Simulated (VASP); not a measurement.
Here is the system:

```
CELL_PARAMETERS angstrom
      0.00000     2.45790     2.45790
      2.45790     0.00000     2.45790
      2.45790     2.45790     0.00000
ATOMIC_POSITIONS crystal
  Hf 0.00000 0.00000 0.00000
  O  0.25000 0.25000 0.25000
  O  0.75000 0.75000 0.75000
```

Computed with SCAN meta-GGA, VASP's PBE PAW potentials (set 64) (plane waves; VASP). Settings: 520 eV cut-off, 9×9×9 Γ-centred mesh, Gaussian smearing of 0.050 eV, potentials Hf_pv O.

Task: Give the stress tensor in GPa (positive for a compressed cell).

Result: 
```
19.86   0.00   0.00
 0.00  19.86   0.00
 0.00   0.00  19.86
```
The pressure is its mean diagonal, 19.86 GPa.

The compound is HfO2 in the fluorite structure, the high-temperature cubic form, which is unstable at 0 K; the monoclinic form is the stable one. This cell is one point of a volume scan, at 0.94 of the reference volume.
